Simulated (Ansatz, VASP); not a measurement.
## TiTeS in two plane-wave programs

Aim: how closely do two programs agree when they are given the same cell, functional and k mesh? Of the first pair: The structure shown is the start of the Ansatz relaxation below; VASP solves that cell, so the two are compared at the walk's first step.

Main program and level: Ansatz 0.2.0; plane waves, with VASP 6.6.1 beside it; PBEsol.

### Step 1. Set-up

The cell holds 3 atoms: 1 Ti, 1 S and 1 Te. Its edges and angles: a = 3.521 Å, b = 3.547 Å, c = 30.000 Å, α = 90.0°, β = 90.0°, γ = 119.8°. Vacuum lies along c.

### Step 2. Ansatz: relaxation, PBEsol

Ansatz runs on its PAW soft_1 files.

The two programs are compared at the cell with which this relaxation starts, whose forces are those of its first step.

Input file input.yaml:

```yaml
crystal:
  lattice:
    - [3.5206158462, 0.0, 0.0]
    - [-1.7603079231, 3.0794321873, 0.0]
    - [0.0, 0.0, 30.0]
  atoms:
    - { symbol: Ti, position: [0.0, 0.0, 0.3395603608] }
    - { symbol: S, position: [0.3333333333, 0.6666666667, 0.3806069914] }
    - { symbol: Te, position: [0.6666666667, 0.3333333333, 0.2764993147] }
  periodic: [true, true, false]
kpoints:
  mp_grid: { grid: [15, 15, 1] }
hamiltonian:
  xc: pbesol
  pseudopotentials: { kind: paw, azcp: { folder: soft_1 }, xc_functional: pbe }
scf:
  occupations: { method: methfessel_paxton, width: 0.2 }
output:
  forces: true
  stress: true
  eigenvalues: true
relax:
  adjacent_minimum: "off"
  f_tol: 0.001
  max_steps: 60
```

Started as:

```sh
$ ansatz run input.yaml --threads 4 --pin off --max-ram 16384MiB --backend cpu --events-out ev --progress --plain --runs-dir out
```

Numbers of over 12 decimals in the logs are rounded to 6 here.

Output:

```text
Warning: output.stress: scf.convergence.dr2_threshold = 1e-9 eV (the default of a walk held to its f_tol) is looser than the 3e-10 eV advised for a printed stress (1e-10 eV for each atom of the cell: 3). What an SCF threshold leaves in a stress goes as its square root, and in the free energy as the threshold itself, and one threshold admits the most on a small cell: [figures from the program's tests cut] Every solve  [...]
Engine: ansatz 0.2.0, aarch64-unknown-linux-gnu
Pseudopotentials: kind: paw
Pseudopotential: Ti, paw, valence charge 12, recommended cutoff 420 eV (normal), soft_1/Ti.paw.azcp
Pseudopotential: S, paw, valence charge 6, recommended cutoff 420 eV (normal), soft_1/S.paw.azcp
Pseudopotential: Te, paw, valence charge 16, recommended cutoff 420 eV (normal), soft_1/Te.paw.azcp
Functional definition: PBEsol
  exchange = pbesol_x
  correlation = pbesol_c
Crystal: 3 atoms, lattice volume = 325.245 Å³
Basis set: ecut = 420 eV, 6295 PW (Γ), exchange–correlation on 48×48×432 points (8 copies of the dense FFT grid, shifted against one another)
Bands: 21, of which v1, the nominal top of the filled ones, is band 17 counted from 1 (16 counted from 0)
Symmetry: 2 space group operations
Space group: Cm (ITA 8), of the structure as read, at distance tolerance 6.9e-5 Å
k-points: 64 of 225 (time reversal used)
Non-local potential: Ti, projectors of the file, l = 0: 3, l = 1: 2, l = 2: 3, l = 3: 1
Non-local potential: S, projectors of the file, l = 0: 2, l = 1: 2, l = 2: 1
Non-local potential: Te, projectors of the file, l = 0: 2, l = 1: 2, l = 2: 2, l = 3: 1
PAW form: soft (Blöchl's): semilocal exchange-correlation on the pseudo side does not see the compensation charge
PAW frozen core: Ti, regenerated for the run's functional, and the local potential with it (the file was generated under x = pbe(κ = 0.804, μ = 0.219515), c = pbe(β = 0.066725))
PAW frozen core: S, regenerated for the run's functional, and the local potential with it (the file was generated under x = pbe(κ = 0.804, μ = 0.219515), c = pbe(β = 0.066725))
PAW frozen core: Te, regenerated for the run's functional, and the local potential with it (the file was generated under x = pbe(κ = 0.804, μ = 0.219515), c = pbe(β = 0.066725))
PAW one-centre angular grid: Ti, 590 points (default); XC on 64 Gauss nodes
PAW one-centre angular grid: S, 110 points (default); XC on 64 Gauss nodes
PAW one-centre angular grid: Te, 590 points (default); XC on 64 Gauss nodes
Initial density: superposition of atomic densities (neutral atoms: chi_scale 0, normalization atom)
Initial wavefunctions: pseudopotential atomic-orbital guess
Functional: x = pbesol(κ = 0.804, μ = 0.123457), c = pbesol(β = 0.046)
SCF iter   1: F=—  HF=-10264.153224 eV  |F-HF|=—  |Δ(HF+E_count)|=         —  Δρ=1.94e-2  dr2=3.10e0  ethr=3.10e-3  ⟨swp⟩=14.9  Hψ=11539  notcnv=0
preconditioner: auto → LDOS  [metal: Δε(μ)=0.036 eV  Ē_g=7.025 eV  σ=0.200 eV  W_gap=0.15  n_scr=16 (ndim 8)  ℏωp=8.2 eV  f_vac=0.754  D(μ)=1.40/eV (n_scr^D=8)  β→1.0]
SCF iter   2: F=—  HF=-10264.815332 eV  |F-HF|=—  |Δ(HF+E_count)|=   6.62e-1  S|Δr|=    0.00e0  Δρ=1.98e-2  dr2=1.08e1  ethr=3.10e-3  ⟨swp⟩=4.9  Hψ=4180  notcnv=0  recentre
SCF iter   3: F=—  HF=-10263.567222 eV  |F-HF|=—  |Δ(HF+E_count)|=    1.25e0  S|Δr|=    0.00e0  Δρ=5.96e-3  dr2=7.69e-1  ethr=3.10e-3  ⟨swp⟩=4.6  Hψ=3987  notcnv=0
SCF iter   4: F=—  HF=-10263.496367 eV  |F-HF|=—  |Δ(HF+E_count)|=   7.09e-2  S|Δr|=    0.00e0  Δρ=2.65e-3  dr2=3.04e-2  ethr=2.26e-3  ⟨swp⟩=1.9  Hψ=2123  notcnv=0
SCF iter   5: F=—  HF=-10263.494465 eV  |F-HF|=—  |Δ(HF+E_count)|=   1.90e-3  S|Δr|=    0.00e0  Δρ=7.34e-4  dr2=4.25e-3  ethr=8.95e-5  ⟨swp⟩=3.4  Hψ=3007  notcnv=0
SCF iter   6: F=—  HF=-10263.493634 eV  |F-HF|=—  |Δ(HF+E_count)|=   8.31e-4  S|Δr|=    0.00e0  Δρ=2.62e-4  dr2=2.32e-4  ethr=1.25e-5  ⟨swp⟩=3.4  Hψ=2925  notcnv=0
SCF iter   7: F=—  HF=-10263.493747 eV  |F-HF|=—  |Δ(HF+E_count)|=   1.13e-4  S|Δr|=    0.00e0  Δρ=1.25e-4  dr2=6.88e-5  ethr=6.84e-7  ⟨swp⟩=3.0  Hψ=2794  notcnv=0
[...]
SCF iter   2: F=—  HF=-10263.494281 eV  |F-HF|=—  |Δ(HF+E_count)|=   1.57e-4  S|Δr|=    0.00e0  Δρ=4.77e-4  dr2=2.98e-3  ethr=8.14e-6  ⟨swp⟩=3.0  Hψ=2098  notcnv=0
SCF iter   3: F=—  HF=-10263.494165 eV  |F-HF|=—  |Δ(HF+E_count)|=   1.16e-4  S|Δr|=    0.00e0  Δρ=2.45e-4  dr2=1.31e-3  ethr=8.14e-6  ⟨swp⟩=2.8  Hψ=2052  notcnv=0
SCF iter   4: F=—  HF=-10263.494065 eV  |F-HF|=—  |Δ(HF+E_count)|=   1.00e-4  S|Δr|=    0.00e0  Δρ=6.07e-5  dr2=3.65e-5  ethr=3.84e-6  ⟨swp⟩=2.7  Hψ=1939  notcnv=0
SCF iter   5: F=—  HF=-10263.494135 eV  |F-HF|=—  |Δ(HF+E_count)|=   6.93e-5  S|Δr|=    0.00e0  Δρ=2.99e-5  dr2=2.17e-5  ethr=1.07e-7  ⟨swp⟩=3.2  Hψ=2160  notcnv=0
SCF iter   6: F=—  HF=-10263.494134 eV  |F-HF|=—  |Δ(HF+E_count)|=   9.79e-7  S|Δr|=    0.00e0  Δρ=1.07e-5  dr2=1.81e-6  ethr=6.37e-8  ⟨swp⟩=2.7  Hψ=1996  notcnv=0
SCF iter   7: F=-10263.494134 eV  HF=-10263.494134 eV  |F-HF|=3.67e-8  |Δ(HF+E_count)|=   2.86e-8  S|Δr|=    0.00e0  Δρ=2.13e-6  dr2=5.28e-8  ethr=1.83e-9  ⟨swp⟩=13.5  Hψ=8389  notcnv=0
SCF 2 converged in 7 iterations: F = -10263.494134 eV  dr2 = 5.28e-8
relax step   2: F+E_penalty+E_count = -10263.49413363 eV  Δ(F+E_penalty+E_count) = -3.266e-4 eV  max|allowed force component| = 1.025e-1 eV/Å  Δτ_max = 0.0166 Å  (7 SCF iters, dr2 threshold 6.22e-7 eV, accepted)
[...]
relax step   3: F+E_penalty+E_count = -10263.49475069 eV  Δ(F+E_penalty+E_count) = -6.171e-4 eV  max|allowed force component| = 1.682e-2 eV/Å  Δτ_max = 0.0073 Å  (6 SCF iters, dr2 threshold 6.56e-7 eV, accepted)
[...]
relax step   4: F+E_penalty+E_count = -10263.49477644 eV  Δ(F+E_penalty+E_count) = -2.575e-5 eV  max|allowed force component| = 1.065e-2 eV/Å  Δτ_max = 0.0009 Å  (5 SCF iters, dr2 threshold 1.77e-8 eV, accepted)
[...]
relax step   5: F+E_penalty+E_count = -10263.49478689 eV  Δ(F+E_penalty+E_count) = -1.045e-5 eV  max|allowed force component| = 8.326e-5 eV/Å  Δτ_max = 0.0013 Å  (6 SCF iters, dr2 threshold 7.09e-9 eV, accepted)
[...]
relax step   6: F+E_penalty+E_count = -10263.49478689 eV  Δ(F+E_penalty+E_count) = -1.150e-9 eV  max|allowed force component| = 8.096e-5 eV/Å  Δτ_max = 0.0000 Å  (3 SCF iters, accepted)
SCF converged after 3 iterations
Stability not checked: this state was not tested for a lower state beside it, because cold or Methfessel-Paxton smearing, or corrected tetrahedra, fill the levels in a way that the test cannot read (fill_not_monotonic; see scf.lower_state_search)
Free energy (F): -10263.494787 eV
Harris-Foulkes:  -10263.494787 eV  (|F-HF|=4.11e-10)
Internal energy: -10263.497283 eV  (E = F + TS)
E sigma→0 (E₀):  -10263.495411 eV
Entropy (-TS):   0.002497 eV (0.832 meV/atom)
Fermi energy:    -4.880260 eV
Step filling:    the computed levels leave a gap of 0.0133 eV = 0.1 smearing widths at the electron count; against every level under it full and every level over it empty, smearing changes F+E_penalty+E_count by +0.023 meV and its σ→0 estimate by -0.601 meV
--- Per-component energies (eV) ---
  E_band       = -934.342288
  E_kinetic    = 558.700910
  E_local      = -60342.880592  (includes V_loc(G=0)·N_el)
  E_nonlocal   = 164.737465
  E_hartree    = 29796.944188
  E_xc         = -325.195536
  E_vxc        = -329.962429  (∫ρ·V_xc dr)
  E_paw        = -6202.805581  (= ΣΔE_a)
  E_vpaw       = -578.826604  (= ΣTr[D̂ρ^β])
  E_aug_tail   = 0.000007  (compensation charges beyond the density's cutoff)
  E_ewald      = 26086.425711
  E_core_change = 0.576145  (= ΣΔE_core)
  E_smearing   = 0.002497  (= −TS)
  E_closure    = -0.000000  (closes the sum)
  Σ components = -10263.494787   (vs F -10263.494787, Δ=0.00e0)
--- Forces (eV/Å), atoms counted from 1 ---
  atom   1  Ti     0.00000000    -0.00000423    -0.00001000
  atom   2  S      0.00000000    -0.00000300     0.00008117
  atom   3  Te     0.00000000     0.00000721    -0.00007054
  max |Σ_I F_I| component: 6.40e-7 eV/Å
--- 2D stress c σ (N/m, compression-positive) ---
       -0.153586       0.000000       0.000000
        0.000000      -0.563500       0.000000
        0.000000       0.000000       0.000000
  P = ½ c Tr σ = -0.3585 N/m
--- Band table (eV; the first three rows and the last of 64) ---
  k-point 0: bands = [... 13 lower, -7.9778, -7.0746, -4.6873, -4.6434, -3.8921, -3.8440, -3.8115, -1.3173]
  k-point 1: bands = [... 13 lower, -7.9676, -6.9467, -4.9509, -4.7820, -4.2350, -3.6997, -3.5496, -1.6454]
  k-point 2: bands = [... 13 lower, -7.9425, -6.7397, -5.7291, -5.0465, -4.4152, -3.5265, -3.4425, -2.1517]
  k-point 63: bands = [... 13 lower, -8.3642, -8.1549, -7.1251, -6.8035, -4.4986, -3.7554, -3.5294, -2.5113]
--- Relaxed structure (6 steps of the walk, 6 accepted, 0 SCFs on fresh bases) ---
  F+E_penalty+E_count = -10263.49478689 eV   max|allowed force component| = 8.096e-5 eV/Å
  cell:  # Å, volume = 325.2449 Å³
    - [3.5206158462, 0.0, 0.0]
    - [-1.7603079231, 3.0794321873, 0.0]
    - [0.0, 0.0, 30.0]
  atoms:
    - { symbol: Ti, position: [0.000292303, 0.000584605, 0.339619] }
    - { symbol: S, position: [0.332350, 0.664699, 0.380278] }
    - { symbol: Te, position: [0.667358, 0.334716, 0.276770] }
```

Reading the cycles: dr2 is the Hartree energy of the density residual (eV), the measure of convergence; HF is the Harris–Foulkes estimate of the energy, which meets the free energy F at convergence.

### Step 3. VASP: single point, PBEsol, start cell, pair 1

The same cell, functional, mesh and smearing now go to VASP, with its own data sets.

Lines of VASP's logs that name or quote its potential files are left out, and so is its time.

Input file INCAR:

```
SYSTEM = TiTeS
PREC = Accurate
ENCUT = 400
EDIFF = 1E-06
NELM = 120
ISMEAR = 1
SIGMA = 0.2
LREAL = .FALSE.
ALGO = Normal
GGA = PS
NBANDS = 18
LASPH = .TRUE.
LORBIT = 11
LWAVE = .FALSE.
LCHARG = .FALSE.
ISIF = 2
LDIPOL = .TRUE.
IDIPOL = 3
DIPOL = 0.5 0.5 0.332
LVHAR = .TRUE.
GGA_COMPAT = .FALSE.
NELMDL = -8
KPAR = 2
```

Input file POSCAR:

```
TiTeS
1.0
    3.5206158462      0.0000000000      0.0000000000
   -1.7603079231      3.0794321873      0.0000000000
    0.0000000000      0.0000000000     30.0000000000
Ti S Te
1 1 1
Direct
    0.0000000000      0.0000000000      0.3395603667
    0.3333333672      0.6666667344      0.3806070000
    0.6666666024      0.3333332048      0.2764993000
```

Input file KPOINTS:

```
Automatic mesh
0
Gamma
15 15 1
0 0 0
```

PAW data sets: Ti_sv, S and Te (PBE family, release 64).

Started as:

```sh
$ mpirun -np 2 vasp_std
```

Output:

```text
[banner, memory and clock lines left out]
running    2 mpi-ranks, on    1 nodes
 distrk:  each k-point on    1 cores,    2 groups
 distr:  one band on    1 cores,    1 groups

 POSCAR found type information on POSCAR TiS Te
 POSCAR found :  3 types and       3 ions
|                                                                             |
|               ----> ADVICE to this user running VASP <----                  |
|                                                                             |
|     You enforced a specific xc type in the INCAR file but a different       |
|     [... a line on the potential file left out ...]
|     I HOPE YOU KNOW WHAT YOU ARE DOING!                                     |
|                                                                             |

 LDA part: xc-table for (Slater+PW92), standard interpolation
 POSCAR, INCAR and KPOINTS ok, starting setup
 FFT: planning ... GRIDC
 FFT: planning ... GRID_SOFT
 FFT: planning ... GRID
 WAVECAR not read
 entering main loop
       N       E                     dE             d eps       ncg     rms          rms(c)
DAV:   1     0.150700435170E+03    0.15070E+03   -0.94894E+03  2816   0.816E+02
DAV:   2    -0.353639460436E-01   -0.15074E+03   -0.14796E+03  3056   0.224E+02
DAV:   3    -0.210802562208E+02   -0.21045E+02   -0.20950E+02  4152   0.763E+01
DAV:   4    -0.220458371381E+02   -0.96558E+00   -0.96212E+00  3164   0.162E+01
DAV:   5    -0.221224203513E+02   -0.76583E-01   -0.76557E-01  3652   0.378E+00
DAV:   6    -0.221230667606E+02   -0.64641E-03   -0.64637E-03  3282   0.448E-01
DAV:   7    -0.221230904043E+02   -0.23644E-04   -0.23644E-04  3634   0.724E-02
DAV:   8    -0.221230905986E+02   -0.19427E-06   -0.19395E-06  3318   0.740E-03    0.138E+01
DAV:   9    -0.209240641249E+02    0.11990E+01   -0.34205E+01  3014   0.425E+01    0.116E+01
DAV:  10    -0.198126462266E+02    0.11114E+01   -0.25303E+01  3214   0.342E+01    0.635E+00
DAV:  11    -0.193339726030E+02    0.47867E+00   -0.25041E+00  2680   0.113E+01    0.216E+00
DAV:  12    -0.193526633663E+02   -0.18691E-01   -0.42294E-01  3118   0.436E+00    0.161E+00
DAV:  13    -0.193221288031E+02    0.30535E-01   -0.21435E-01  2764   0.356E+00    0.659E-01
DAV:  14    -0.193219953990E+02    0.13340E-03   -0.13621E-02  2580   0.950E-01    0.374E-01
[...]
DAV:  23    -0.193217015844E+02   -0.11132E-04   -0.11538E-06  2362   0.898E-03    0.952E-03
DAV:  24    -0.193217156062E+02   -0.14022E-04   -0.32639E-07  2030   0.343E-03    0.648E-03
DAV:  25    -0.193217332045E+02   -0.17598E-04   -0.21033E-06  2306   0.101E-02    0.122E-03
DAV:  26    -0.193217361832E+02   -0.29787E-05   -0.10245E-07  1816   0.213E-03    0.104E-03
DAV:  27    -0.193217449231E+02   -0.87399E-05   -0.32520E-07  2002   0.246E-03    0.108E-03
DAV:  28    -0.193217460530E+02   -0.11299E-05   -0.29834E-08  1780   0.908E-04    0.609E-04
DAV:  29    -0.193217474687E+02   -0.14157E-05   -0.28201E-08  1750   0.862E-04    0.399E-04
DAV:  30    -0.193217483045E+02   -0.83584E-06   -0.15964E-08  1702   0.589E-04
   1 F= -.19321748E+02 E0= -.19322490E+02  d E =0.222433E-02
```

From OUTCAR (step 3):

```text
ion  position               nearest neighbor table
   1  0.000  0.000  0.340-   2 2.38   2 2.38   2 2.39   3 2.78   3 2.78   3 2.79
   2  0.333  0.667  0.381-   1 2.38   1 2.38   1 2.39
   3  0.667  0.333  0.276-   1 2.78   1 2.78   1 2.79

  LATTYP: Found a base centered orthorhombic cell.
 ALAT       =     3.5206158462
 B/A-ratio  =     1.7493713156
 C/A-ratio  =     8.5212364287

 Subroutine GETGRP returns: Found  2 space group operations
 (whereof  2 operations were pure point group operations)

The static configuration has the point symmetry C_1h.

 Found     64 irreducible k-points:

   k-points           NKPTS =     64   k-points in BZ     NKDIM =     64   number of bands    NBANDS=     18

   dimension x,y,z NGX =    24 NGY =   24 NGZ =  196
   dimension x,y,z NGXF=    48 NGYF=   48 NGZF=  392

   ENCUT  =  400.0 eV  29.40 Ry    5.42 a.u.   5.74  5.78 48.92*2*pi/ulx,y,z

   NELECT =      24.0000    total number of electrons

 k-points in reciprocal lattice and weights: Automatic mesh
   0.00000000  0.00000000  0.00000000       0.004
   0.06666667 -0.00000000  0.00000000       0.018
   0.13333333 -0.00000000  0.00000000       0.018
   0.20000000 -0.00000000  0.00000000       0.018
   0.26666667 -0.00000000  0.00000000       0.018
   0.33333333  0.00000000  0.00000000       0.018
   0.40000000 -0.00000000  0.00000000       0.018
   0.46666667  0.00000000  0.00000000       0.018
   0.00000000  0.06666667  0.00000000       0.009
[...]
0.00000000  0.46666667  0.00000000       0.009
   0.06666667  0.46666667  0.00000000       0.009

 dipolmoment           0.000000      0.000000      0.025169 electrons x Angstroem

 average (electrostatic) potential at core
       1 -83.9652       2 -94.1923       3 -96.5670

 E-fermi :  -2.4913

 k-point     1 :       0.0000    0.0000    0.0000
  band No.  band energies     occupation
    ...
      6     -14.6237      2.00000
      7      -7.4084      2.00000
      8      -5.5844      2.00000
      9      -5.5358      2.00000
     10      -4.6823      2.00000
     11      -2.2825     -0.05829
     12      -2.2448     -0.07090
     13      -1.4931     -0.00000
     14      -1.4771     -0.00000
     15      -1.4153     -0.00000
    ...

 k-point     2 :       0.0667   -0.0000    0.0000
  band No.  band energies     occupation
    ...
      7      -7.3524      2.00000
      8      -5.7282      2.00000
      9      -5.5615      2.00000
     10      -4.5455      2.00000
     11      -2.5051      1.11618
     12      -2.4202      0.43777
     13      -1.8200     -0.00002
     14      -1.3547     -0.00000
     15      -1.1556     -0.00000
     16       0.7565     -0.00000
    ...

 k-point     3 :       0.1333   -0.0000    0.0000
  band No.  band energies     occupation
    ...
      8      -6.0788      2.00000
      9      -5.5417      2.00000
     10      -4.3332      2.00000
     11      -3.2711      2.00000
     12      -2.6980      2.05646
     13      -2.0009     -0.00286
     14      -1.1744     -0.00000
     15      -1.0623     -0.00000
     16       0.2486     -0.00000
     17       0.8063     -0.00000
    ...

  Total       -0.2542885     -0.6064010     -0.2493532      0.0000000     -0.0833955      0.0000000
  in kB       -1.2526414     -2.9871699     -1.2283297      0.0000000     -0.4108114      0.0000000
  external PRESSURE =      -1.8227137 kB  Pullay stress =       0.0000000 kB

  energy-cutoff  :      400.00
  volume of cell :      325.24
      direct lattice vectors                 reciprocal lattice vectors
     3.520615846  0.000000000  0.000000000     0.284041214  0.162367596  0.000000000
    -1.760307923  3.079432187  0.000000000     0.000000000  0.324735191  0.000000000
     0.000000000  0.000000000 30.000000000     0.000000000  0.000000000  0.033333333

 POSITION                                       TOTAL-FORCE (eV/Angst)
 -----------------------------------------------------------------------------------
      0.00000      0.00000     10.18681         0.000000      0.027501      0.034732
     -0.00000      2.05296     11.41821        -0.000000     -0.043469     -0.075092
      1.76031      1.02648      8.29498        -0.000000      0.015967      0.040360
 -----------------------------------------------------------------------------------
    total drift:                                0.000000      0.000133     -0.000566

  FREE ENERGIE OF THE ION-ELECTRON SYSTEM (eV)
  ---------------------------------------------------
  free  energy   TOTEN  =       -19.3217483045 eV

  energy  without entropy=      -19.3239726366  energy(sigma->0) =      -19.32248975

 vacuum level on the upper side and lower side of the slab         2.612         2.192

 total charge
# of ion       s       p       d       tot
------------------------------------------
    1        2.182   6.159   1.885  10.226
    2        1.342   2.383   0.000   3.725
    3        1.393   1.973   0.041   3.407
--------------------------------------------------
tot          4.917  10.516   1.926  17.358

[... 3 further parts left out ...]
```

The run ends at a pressure of -0.18 GPa, with forces up to 0.087 eV/Å.

### Step 4. Side by side

Known differences besides the potentials themselves: Ansatz cuts the interaction across the vacuum, VASP repeats the sheet with a dipole correction (LDIPOL); the data sets hold 34 valence electrons in Ansatz (on its PAW soft_1 files) and 24 in VASP; the cutoff is 420 eV in Ansatz and 400 eV in VASP; Ansatz makes its cores anew for this functional, VASP keeps those of its PBE data sets. Total energies have different zeros and are not compared.

Forces (eV/Å; atoms numbered as in POSCAR):

```
atom         Ansatz x, y, z           VASP x, y, z
 Ti1    0.000, 0.027, 0.035    0.000, 0.028, 0.035
  S2  0.000, -0.043, -0.100  0.000, -0.043, -0.075
 Te3    0.000, 0.016, 0.065    0.000, 0.016, 0.040
```

The forces differ by 12 meV/Å r.m.s., which is 32.6 % of the r.m.s. force of 0.036 eV/Å (both taken over all components). Where the cell holds vacuum, a pressure given here is an average over it and none of the material.

### Step 5. Ansatz: relaxation, PBEsol

This run makes the geometry at which the two programs are then compared.

The structure compared here is the end of the Ansatz relaxation.

This is the run of step 2 again, met here at its other cell.

[end of part 1 of 2]

[Lines on the potential files, build, host, timing and source positions are cut from VASP's logs without a mark.]

[Logs are printed without paths, hosts, clocks, repeated set-up lines and the standing remarks that a program may print on its own settings, such as how far it seeks lower states.]

[Hosts, paths, dates, database ids (printed as entryN), source tags and the programs' standing remarks are cut or masked in the printed files.]
